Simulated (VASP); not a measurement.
The system is SGaH3, in a box.

```xyz
5
Lattice="12.0000 0.0000 0.0000 0.0000 12.0000 0.0000 0.0000 0.0000 12.0000" Properties=species:S:1:pos:R:3 pbc="T T T"
S     6.2757    4.5332    6.7107
Ga    5.9074    6.4196    5.6429
H     7.5005    4.8781    7.1396
H     4.5255    6.5189    4.9284
H     7.0242    7.5088    5.6685
```

* Program: VASP 6.6.1
* Task: single point
* Functional: PBE
* Potentials or basis: VASP PAW PBE potentials, release 64 (S, Ga_d, H)
* Cutoff: 520 eV
* k mesh: 1 × 1 × 1
* Occupations: gaussian, width 0.01 eV
* Spin: no spin polarisation

On this cell: largest force 0.205 eV/Å; gap between the frontier levels 4.29 eV.

The same run follows on a disturbed copy (atoms moved at random, drawn with an rms of 0.05 Å):

```
S Ga H
1.0
    12.00000    0.00000    0.00000
     0.00000   12.00000    0.00000
     0.00000    0.00000   12.00000
S Ga H
1 1 3
Direct
  0.52559 0.37438 0.55798
  0.49626 0.53279 0.47345
  0.62556 0.41290 0.59086
  0.37341 0.54412 0.40890
  0.58293 0.62250 0.47205
```

Question: What changes?

Answer: The energy moves by +25.4 meV/atom; largest force 2.129 eV/Å; gap between the frontier levels 4.39 eV.

Forces in eV/Å, atoms in the order of the input:
```
S    0.009 -0.046  0.055
Ga  -1.928 -0.245 -0.869
H    0.189 -0.148  0.145
H    1.073 -0.141  0.600
H    0.657  0.579  0.070
```

